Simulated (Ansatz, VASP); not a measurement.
# Cross-check of ZrB between VASP and Ansatz, part 2 of 2

Wanted: the spread between two codes on one cell, functional and k mesh. Of the first pair: The cell is taken from a series of runs on this material, whose earlier steps may have relaxed, scaled, displaced or heated it; both programs get it as it stands.

VASP 6.6.1 and Ansatz 0.2.0.

So far: Starting point; VASP: relaxation of cell and atoms, PBE with D3(BJ); Ansatz: relaxation of cell and atoms, PBE with D3(BJ); Comparison.

### 5. VASP: relaxation of cell and atoms, RPBE

Level of this step: RPBE; plane waves and PAW (Zr_sv, B) (VASP).

The relaxed volume is the usual yardstick between codes: in a stiff, nearly cubic crystal its relative difference is about their pressure difference at one cell divided by the bulk modulus.

The input, INCAR:

```
SYSTEM = ZrB
PREC = Accurate
ENCUT = 500
EDIFF = 1E-07
NELM = 120
ISMEAR = 1
SIGMA = 0.15
LREAL = .FALSE.
ALGO = Normal
GGA = RP
NBANDS = 13
LASPH = .TRUE.
LORBIT = 11
LWAVE = .FALSE.
LCHARG = .FALSE.
ISIF = 3
IBRION = 2
NSW = 80
EDIFFG = -0.005
GGA_COMPAT = .FALSE.
NELMIN = 4
KPAR = 2
```

The input, POSCAR:

```
ZrB
1.0
    0.0000000000      2.4666258254      2.4666258254
    2.4666258254      0.0000000000      2.4666258254
    2.4666258254      2.4666258254      0.0000000000
Zr B
1 1
Direct
    0.0000000000      0.0000000000      0.0000000000
    0.5000000000      0.5000000000      0.5000000000
```

The input, KPOINTS:

```
Automatic mesh
0
Gamma
16 16 16
0 0 0
```

PAW data sets: Zr_sv and B (PBE family, release 64).

Launch:

```sh
mpirun -np 2 vasp_std
```

Numbers of over 12 decimals in the logs are rounded to 6 here.

Log:

```text
[banner, memory and clock lines left out]
running    2 mpi-ranks, on    1 nodes
[...]
|                                                                             |
|               ----> ADVICE to this user running VASP <----                  |
|                                                                             |
|     You enforced a specific xc type in the INCAR file but a different       |
|     [... a line on the potential file left out ...]
|     I HOPE YOU KNOW WHAT YOU ARE DOING!                                     |
|                                                                             |

 LDA part: xc-table for (Slater+PW92), standard interpolation
 POSCAR, INCAR and KPOINTS ok, starting setup
[...]
entering main loop
       N       E                     dE             d eps       ncg     rms          rms(c)
DAV:   1     0.934806320167E+02    0.93481E+02   -0.76133E+03  3778   0.106E+03
DAV:   2    -0.131304340649E+02   -0.10661E+03   -0.10191E+03  4575   0.288E+02
[...]
DAV:   7    -0.152820173176E+02   -0.26689E-06   -0.30804E-08  2005   0.172E-03    0.400E-04
DAV:   8    -0.152820173771E+02   -0.59533E-07   -0.95838E-09  1915   0.952E-04
   2 F= -.15282017E+02 E0= -.15281867E+02  d E =-.106461E-05
 trial-energy change:   -0.000001  1 .order    0.000000   -0.000012    0.000013
 step:   0.5656(harm=  0.4943)  dis= 0.00000  next Energy=   -15.282020 (dE=-0.371E-05)
[...]
N       E                     dE             d eps       ncg     rms          rms(c)
DAV:   1    -0.152820382856E+02   -0.20968E-04   -0.54355E-04  4040   0.244E-01    0.457E-02
DAV:   2    -0.152820230252E+02    0.15260E-04   -0.40030E-05  4030   0.718E-02    0.122E-02
DAV:   3    -0.152820210625E+02    0.19627E-05   -0.13806E-05  5615   0.282E-02    0.611E-03
DAV:   4    -0.152820208041E+02    0.25839E-06   -0.41391E-07  4667   0.505E-03    0.286E-03
DAV:   5    -0.152820204802E+02    0.32390E-06   -0.57148E-07  5692   0.422E-03    0.201E-03
DAV:   6    -0.152820201860E+02    0.29428E-06   -0.27886E-08  2060   0.156E-03    0.482E-04
DAV:   7    -0.152820200930E+02    0.92964E-07   -0.14278E-08  1885   0.894E-04
   3 F= -.15282020E+02 E0= -.15281870E+02  d E =-.378049E-05
[...]
reached required accuracy - stopping structural energy minimisation
```

From OUTCAR (step 5):

```text
  Total        0.0017901      0.0017901      0.0017901      0.0000000      0.0000000     -0.0000000
  in kB        0.0956032      0.0956032      0.0956032      0.0000000      0.0000000     -0.0000000
  external PRESSURE =       0.0956032 kB  Pullay stress =       0.0000000 kB

 POSITION                                       TOTAL-FORCE (eV/Angst)
 -----------------------------------------------------------------------------------
      0.00000      0.00000      0.00000         0.000000      0.000000     -0.000000
      2.46619      2.46619      2.46619         0.000000      0.000000      0.000000
 -----------------------------------------------------------------------------------
    total drift:                               -0.000000      0.000000      0.000000

  FREE ENERGIE OF THE ION-ELECTRON SYSTEM (eV)
  ---------------------------------------------------
  free  energy   TOTEN  =       -15.2820200930 eV

  energy  without entropy=      -15.2815696380  energy(sigma->0) =      -15.28186994

[... 2 parts as in an earlier step ...]

[... 2 further parts left out ...]
[key lines of the parts left out:]
E-fermi :   7.3759
```

### 6. Ansatz: relaxation of cell and atoms, RPBE

Its own start cell and the same functional, mesh and smearing now go to Ansatz, which takes its cutoff from its data sets.

The two relaxations start from unlike cells of this crystal (the structure described is Ansatz's start), so only their ends are compared.

The input, input.yaml:

```yaml
crystal:
  lattice:
    - [0.0, 2.4311025593, 2.4311025593]
    - [2.4311025593, 0.0, 2.4311025593]
    - [2.4311025593, 2.4311025593, 0.0]
  atoms:
    - { symbol: Zr, position: [0.0, 0.0, 0.0] }
    - { symbol: B, position: [0.5, 0.5, 0.5] }
kpoints:
  mp_grid: { grid: [16, 16, 16] }
hamiltonian:
  xc: rpbe
scf:
  occupations: { method: methfessel_paxton, width: 0.15 }
output:
  forces: true
  stress: true
  eigenvalues: true
relax:
  adjacent_minimum: "off"
  f_tol: 0.001
  max_steps: 60
  cell: { stress_tol: 0.01 }
```

Launch:

```sh
ansatz run input.yaml --threads 4 --pin off --max-ram 7168MiB --backend cpu --events-out ev --progress --plain --runs-dir out
```

Log:

```text
[...]
Crystal: 2 atoms, lattice volume = 28.737 Å³
Basis set: ecut = 420 eV, 537 PW (Γ), exchange–correlation on 48×48×48 points (8 copies of the dense FFT grid, shifted against one another)
Bands: 12, of which v1, the nominal top of the filled ones, is band 8 counted from 1 (7 counted from 0)
Symmetry: 48 space group operations
[...]
k-points: 145 of 4096
[...]
k-point 144: bands = [... 4 lower, 6.6442, 10.9424, 10.9424, 11.1403, 16.4004, 16.4004, 17.6429, 18.6974]
--- Relaxed structure (6 steps of the walk, 6 accepted, 2 SCFs on fresh bases) ---
[...]
cell:  # Å, volume = 29.9865 Å³
    - [0, 2.465843, 2.465843]
    - [2.465843, 0, 2.465843]
    - [2.465843, 2.465843, 0]
  atoms:
    - { symbol: Zr, position: [0, 0, 0] }
    - { symbol: B, position: [0.5, 0.5, 0.5] }
[key lines of the parts left out:]
SCF converged after 4 iterations
Free energy (F): -4348.466451 eV
Fermi energy:    12.016184 eV
P = ⅓ Tr σ = 0.0002 GPa (0.002 kbar)
```

### 7. Comparison

What differs besides the data sets and the points named for the pairs above, as far as they apply: Ansatz makes its cores anew for this functional, VASP keeps those of its PBE data sets. Total energies have different zeros and are not compared.

Compared:

| quantity | Ansatz | VASP | difference |
| --- | --- | --- | --- |
| volume (Å³) | 29.99 | 30.00 | -0.04 % |
| edge a after relaxation, in the typed setting (Å) | 3.487 | 3.488 | -0.01 % |

### 8. VASP: zone-centre phonons, LDA

Second derivatives magnify differences that forces hide, and they need a tight electronic threshold.

The input, INCAR:

```
SYSTEM = ZrB
PREC = Accurate
ENCUT = 500
EDIFF = 1E-08
NELM = 120
ISMEAR = 1
SIGMA = 0.15
LREAL = .FALSE.
ALGO = Normal
GGA = CA
NBANDS = 13
LASPH = .TRUE.
LORBIT = 11
LWAVE = .FALSE.
LCHARG = .FALSE.
ISIF = 2
IBRION = 8
GGA_COMPAT = .FALSE.
KPAR = 2
```

The input, POSCAR:

```
ZrB
1.0
    0.0000000000      2.4153021406      2.4153021406
    2.4153021406      0.0000000000      2.4153021406
    2.4153021406      2.4153021406      0.0000000000
Zr B
1 1
Direct
    0.0000000000      0.0000000000      0.0000000000
    0.5000000000      0.5000000000      0.5000000000
```

KPOINTS is that of step 5.

PAW data sets: Zr_sv and B (LDA family, release 64).

Launch:

```sh
mpirun -np 2 vasp_std
```

Log:

```text
[banner, memory and clock lines left out]
running    2 mpi-ranks, on    1 nodes
[...]
LDA part: xc-table for (Slater(with rela. corr.)+CA(PZ))
 , standard interpolation
 POSCAR, INCAR and KPOINTS ok, starting setup
[...]
entering main loop
       N       E                     dE             d eps       ncg     rms          rms(c)
DAV:   1     0.907856034589E+02    0.90786E+02   -0.76912E+03  3786   0.107E+03
DAV:   2    -0.153563693164E+02   -0.10614E+03   -0.10106E+03  4505   0.290E+02
DAV:   3    -0.193202491967E+02   -0.39639E+01   -0.38924E+01  5728   0.474E+01
DAV:   4    -0.194152377142E+02   -0.94989E-01   -0.94901E-01  4497   0.689E+00
[...]
DAV:  11    -0.175206732620E+02    0.20745E-06   -0.69473E-06  4828   0.262E-02    0.334E-03
DAV:  12    -0.175206728654E+02    0.39663E-06   -0.42468E-07  4386   0.764E-03    0.861E-04
DAV:  13    -0.175206728566E+02    0.87764E-08   -0.39318E-08  4403   0.205E-03
   1 F= -.17520673E+02 E0= -.17520574E+02  d E =-.295919E-03
[...]
RMM:  21    -0.637368249736E+00   -0.49397E-07   -0.33029E-06 17984   0.126E-03    0.273E-04
RMM:  22    -0.637368394750E+00   -0.14501E-06   -0.30808E-06 20085   0.116E-03    0.286E-04
RMM:  23    -0.637368437713E+00   -0.42962E-07   -0.28610E-06 17063   0.108E-03    0.301E-04
 first order change of Fermi-energy   0.77814E-03
 force on displaced ion       1 direction 1 :  -7.086   0.000   0.000
 Linear response progress:
  Degree of freedom:   2/  2
       N       E                     dE             d eps       ncg     rms          rms(c)
RMM:   1    -0.414112753060E-01   -0.41411E-01   -0.10471E-02 21018   0.103E+00
RMM:   2    -0.404107089882E-01    0.10006E-02   -0.12782E-03 17696   0.192E-01    0.116E-01
RMM:   3    -0.405552674282E-01   -0.14456E-03   -0.64288E-04 16406   0.119E-01    0.519E-02
RMM:   4    -0.410769162769E-01   -0.52165E-03   -0.30054E-04 16552   0.847E-02    0.948E-03
[...]
RMM:  11    -0.411193316746E-01    0.43421E-07   -0.37615E-08 22216   0.180E-04    0.412E-06
RMM:  12    -0.411193325372E-01   -0.86267E-09   -0.10951E-07 21749   0.865E-05    0.185E-06
RMM:  13    -0.411193317181E-01    0.81914E-09   -0.13780E-08 21703   0.429E-05    0.132E-06
 first order change of Fermi-energy  -0.52819E-03
 force on displaced ion       2 direction 1 :  -7.029   0.000   0.000
 Linear response finished
```

From OUTCAR (step 8):

```text
  Total        0.0628268      0.0628268      0.0628268     -0.0000000      0.0000000      0.0000000
  in kB        3.5719954      3.5719954      3.5719954     -0.0000000      0.0000000      0.0000000
  external PRESSURE =       3.5719954 kB  Pullay stress =       0.0000000 kB

 POSITION                                       TOTAL-FORCE (eV/Angst)
 -----------------------------------------------------------------------------------
      0.00000      0.00000      0.00000        -0.000000      0.000000     -0.000000
      2.41530      2.41530      2.41530         0.000000     -0.000000      0.000000
 -----------------------------------------------------------------------------------
    total drift:                               -0.000000      0.000000      0.000000

[... 1 part as in an earlier step ...]

[... 1 further part left out ...]
```

### 9. Ansatz: zone-centre phonons, LDA

The same cell, functional (in two slightly different forms), mesh and smearing now go to Ansatz, which takes its cutoff from its data sets.

The cell is taken from a series of runs on this material, whose earlier steps may have relaxed, scaled, displaced or heated it; both programs get it as it stands.

The input, input.yaml:

```yaml
crystal:
  lattice:
    - [0.0, 2.4153021406, 2.4153021406]
    - [2.4153021406, 0.0, 2.4153021406]
    - [2.4153021406, 2.4153021406, 0.0]
  atoms:
    - { symbol: Zr, position: [0.0, 0.0, 0.0] }
    - { symbol: B, position: [0.5, 0.5, 0.5] }
kpoints:
  mp_grid: { grid: [16, 16, 16] }
hamiltonian:
  xc: lda
scf:
  occupations: { method: methfessel_paxton, width: 0.15 }
output:
  eigenvalues: true
phonons:
  method: dfpt
  qmesh: [2, 2, 2]
  temperatures: { t_max: 1000, t_step: 50 }
  qpath:
    path:
      - [[0.0, 0.0, 0.0], [0.5, 0.0, 0.5], [0.625, 0.25, 0.625]]
      - [[0.375, 0.375, 0.75], [0.0, 0.0, 0.0], [0.5, 0.5, 0.5], [0.5, 0.25, 0.75], [0.5, 0.0, 0.5]]
    npoints: 10
```

Launch:

```sh
ansatz run input.yaml --threads 4 --pin off --max-ram 7168MiB --backend cpu --events-out ev --progress --plain --runs-dir out
```

Log:

```text
[...]
Crystal: 2 atoms, lattice volume = 28.180 Å³
Basis set: ecut = 420 eV, 537 PW (Γ), exchange–correlation on 48×48×48 points (8 copies of the dense FFT grid, shifted against one another)
Bands: 12, of which v1, the nominal top of the filled ones, is band 8 counted from 1 (7 counted from 0)
Symmetry: 48 space group operations
k-points: 145 of 4096
[...]
largest difference from the sums on the solved wave vectors: F 6.56e-2 eV, S 9.79e-5 and C_V 3.23e-5 eV/K
  zero-point energy: 0.118056 eV/cell   skipped modes (ω ≤ 0): 3   left out of the sums: 4.70e-5 of the cell's modes: C_V's classical limit lies that fraction below 3 k_B per atom; for a crystal, a wire or a layer, F and S can be off by more, and a phonons.interpolated_qmesh denser along its periods is the remedy for the sampling
[key lines of the parts left out:]
SCF converged after 8 iterations
Free energy (F): -4228.002877 eV
Fermi energy:    12.551469 eV
```

### 10. Differences

What differs besides the data sets and the points named for the pairs above, as far as they apply: the two LDA forms differ slightly; VASP's run holds the zone centre alone; VASP's log shows a relativistic correction to its local exchange, Ansatz's none. Total energies have different zeros and are not compared.

Both answers:

| quantity | Ansatz | VASP | difference |
| --- | --- | --- | --- |
| optical mode 1 to 3 (cm⁻¹) | 443.4 | 444.9 | -0.32 % |

Modes are paired by rising frequency, not by their patterns, so a pair may set unlike modes beside each other; they are those without the splitting of longitudinal modes.

### 11. What came out

```json
{"difference in volume (relaxation of cell and atoms, PBE with D3(BJ))": "-0.081 %", "difference in volume (relaxation of cell and atoms, RPBE)": "-0.042 %", "r.m.s. difference of the optical zone-centre modes, each program's sorted by frequency (zone-centre phonons, LDA)": "1.4 cm⁻¹"}
```

In words: The difference in volume is -0.081 % (relaxation of cell and atoms, PBE with D3(BJ)), within the 1.2 % picked in this series as the mark of a large difference, as far as the stopping tolerances let one tell. 5 further runs of this series are not shown here. Such differences can come from data sets, numerical settings and the points named under the comparisons, not from the functional's error against experiment.

[Lines on the potential files, build, host, timing and source positions are cut from VASP's logs without a mark.]

[Logs are printed without paths, hosts, clocks, repeated set-up lines and the standing remarks that a program may print on its own settings, such as how far it seeks lower states.]

[Hosts, paths, dates, database ids (printed as entryN), source tags and the programs' standing remarks are cut or masked in the printed files.]
